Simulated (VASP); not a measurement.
Here is the system:

```
CELL_PARAMETERS angstrom
      0.00000     1.75158     1.75158
      1.75158     0.00000     1.75158
      1.75158     1.75158     0.00000
ATOMIC_POSITIONS crystal
  Cu 0.00000 0.00000 0.00000
```

These are PBE GGA, VASP's PBE PAW potentials (set 64) (plane waves; VASP) values and carry that method's errors. Run with 500 eV cut-off, 18×18×18 Γ-centred mesh, first-order Methfessel-Paxton smearing of 0.10 eV, potentials Cu.

Energy and stress use the plane-wave basis of the starting cell.

Q: The ions, cell shape and volume at an external pressure of 30.0 GPa are relaxed. Which structure does the run end with?

A: 
```
CELL_PARAMETERS angstrom
      0.00000     1.72930     1.72930
      1.72930     0.00000     1.72930
      1.72930     1.72930     0.00000
ATOMIC_POSITIONS crystal
  Cu 0.00000 0.00000 0.00000
```
Space group Fm-3m (225), at a tolerance of 0.03 Å.

Q: How do energy and volume change from the first to the last step?

A: The energy (σ→0) changes by +62.6 meV/atom and the volume by -3.8 %, in 3 ionic steps.

```
step  E(σ→0) (eV)  max force (eV/Å)  pressure (GPa)  volume (Å³)
----  -----------  ----------------  --------------  -----------
1         -3.6560             0.000           20.07        10.75
2         -3.4486             0.000           48.73         9.74
3         -3.5934             0.000           29.84        10.34
```

The compound is Cu in the fcc structure. This run relaxes it under an external pressure of 30 GPa. Symmetry was kept, so distortions that lower it aren't found.
